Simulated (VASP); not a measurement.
Method: r2SCAN meta-GGA, VASP's PBE PAW potentials (set 64) (plane waves; VASP).

Input for VASP

### KPOINTS
```
Automatic mesh
0
Gamma
11 11 11
0 0 0
```

POSCAR:
```
SiRu
1
    2.9145066183     0.0000000000     0.0000000000
    0.0000000000     2.9145066183     0.0000000000
   -0.0000000000    -0.0000000000     2.9145066183
Si Ru
1 1
Direct
  0.5000000000   0.5000000000   0.5000000000
  0.0000000000   0.0000000000   0.0000000000
```

**INCAR**
```
SYSTEM = SiRu
PREC = Accurate
ENCUT = 530
EDIFF = 1E-7
NELM = 100
ALGO = Normal
LREAL = .FALSE.
LASPH = .TRUE.
ISMEAR = 1
SIGMA = 0.1
METAGGA = R2SCAN
LMIXTAU = .TRUE.
LMAXMIX = 4
LWAVE = .FALSE.
LCHARG = .FALSE.
IBRION = 6
ISIF = 3
NFREE = 2
POTIM = 0.015
NSW = 1
```

POTCAR, in this order: Si Ru_pv (PBE.64 set). Program: vasp_std.

The resulting files:

### OUTCAR
```
 ion  position               nearest neighbor table
   1  0.500  0.500  0.500-   2 2.52   2 2.52   2 2.52   2 2.52   2 2.52   2 2.52   2 2.52   2 2.52
  LATTYP: Found a simple cubic cell.
 ALAT       =     2.9145066183
 Subroutine PRICEL returns:
 Original cell was already a primitive cell.
 Subroutine GETGRP returns: Found 48 space group operations
The static configuration has the point symmetry O_h .
The dynamic configuration has the point symmetry O_h .
 Subroutine INISYM returns: Found 48 space group operations
 Subroutine IBZKPT returns following result:
 Found     56 irreducible k-points:

 Following reciprocal coordinates:
            Coordinates               Weight
  0.000000  0.000000  0.000000      1.000000
  0.090909  0.000000  0.000000      6.000000
  0.181818  0.000000  0.000000      6.000000
  0.272727  0.000000  0.000000      6.000000
  0.363636  0.000000  0.000000      6.000000
  0.454545  0.000000  0.000000      6.000000
  0.090909  0.090909  0.000000     12.000000
  0.181818  0.090909  0.000000     24.000000
  0.272727  0.090909  0.000000     24.000000
  0.363636  0.090909  0.000000     24.000000
  0.454545  0.090909  0.000000     24.000000
  0.181818  0.181818  0.000000     12.000000
  0.272727  0.181818  0.000000     24.000000
  0.363636  0.181818  0.000000     24.000000
  0.454545  0.181818  0.000000     24.000000
  0.272727  0.272727  0.000000     12.000000
  0.363636  0.272727  0.000000     24.000000
  0.454545  0.272727  0.000000     24.000000
  0.363636  0.363636  0.000000     12.000000
  0.454545  0.363636  0.000000     24.000000
  0.454545  0.454545  0.000000     12.000000
  0.090909  0.090909  0.090909      8.000000
  0.181818  0.090909  0.090909     24.000000
  0.272727  0.090909  0.090909     24.000000
  0.363636  0.090909  0.090909     24.000000
...
```

File OUTCAR:
```


   1 f  =    7.316674 THz    45.972016 2PiTHz  244.057958 cm-1    30.259317 meV
             X         Y         Z           dx          dy          dz
      1.457253  1.457253  1.457253     0.884832    0.000000   -0.000000
      0.000000  0.000000  0.000000    -0.465910   -0.000000    0.000000

   2 f  =    7.316674 THz    45.972016 2PiTHz  244.057958 cm-1    30.259317 meV
             X         Y         Z           dx          dy          dz
      1.457253  1.457253  1.457253     0.000000   -0.884832    0.000000
      0.000000  0.000000  0.000000     0.000000    0.465910    0.000000

   3 f  =    7.316674 THz    45.972016 2PiTHz  244.057958 cm-1    30.259317 meV
             X         Y         Z           dx          dy          dz
      1.457253  1.457253  1.457253    -0.000000    0.000000    0.884832
      0.000000  0.000000  0.000000    -0.000000    0.000000   -0.465910

   4 f/i=    0.003372 THz     0.021189 2PiTHz    0.112489 cm-1     0.013947 meV
             X         Y         Z           dx          dy          dz
      1.457253  1.457253  1.457253    -0.232955    0.329448    0.232955
      0.000000  0.000000  0.000000    -0.442416    0.625671    0.442416

   5 f/i=    0.003372 THz     0.021189 2PiTHz    0.112489 cm-1     0.013947 meV
             X         Y         Z           dx          dy          dz
      1.457253  1.457253  1.457253     0.329448    0.000000    0.329448
      0.000000  0.000000  0.000000     0.625671   -0.000000    0.625671

   6 f/i=    0.003372 THz     0.021189 2PiTHz    0.112489 cm-1     0.013947 meV
             X         Y         Z           dx          dy          dz
      1.457253  1.457253  1.457253     0.232955    0.329448   -0.232955
      0.000000  0.000000  0.000000     0.442416    0.625671   -0.442416

 ELASTIC MODULI CONTR FROM IONIC RELAXATION (kBar)
 Direction    XX          YY          ZZ          XY          YZ          ZX
 --------------------------------------------------------------------------------
 XX           0.0000      0.0000      0.0000      0.0000      0.0000      0.0000
 YY           0.0000      0.0000      0.0000      0.0000      0.0000      0.0000
 ZZ           0.0000      0.0000      0.0000      0.0000      0.0000      0.0000
 XY           0.0000      0.0000      0.0000      0.0000      0.0000      0.0000
 YZ           0.0000      0.0000      0.0000      0.0000      0.0000      0.0000
 ZX           0.0000      0.0000      0.0000      0.0000      0.0000      0.0000
 --------------------------------------------------------------------------------

 TOTAL ELASTIC MODULI (kBar)
 Direction    XX          YY          ZZ          XY          YZ          ZX
 --------------------------------------------------------------------------------
 XX        5572.3155   1548.4261   1548.4261      0.0000      0.0000      0.0000
 YY        1548.4261   5572.3155   1548.4261     -0.0000      0.0000      0.0000
 ZZ        1548.4261   1548.4261   5572.3155      0.0000      0.0000      0.0000
 XY           0.0000     -0.0000      0.0000    983.6684      0.0000      0.0000
 YZ           0.0000      0.0000      0.0000      0.0000    983.6684      0.0000
 ZX           0.0000      0.0000      0.0000      0.0000      0.0000    983.6684
 --------------------------------------------------------------------------------
```
(Selected blocks of OUTCAR.)

Finite-difference elastic constants of metals are sensitive to mesh and smearing; shear constants can be off by tens of GPa.

The structure comes from a computed database's SiRu entry (Pm-3m); how it stands against other phases isn't given here. It was relaxed first.
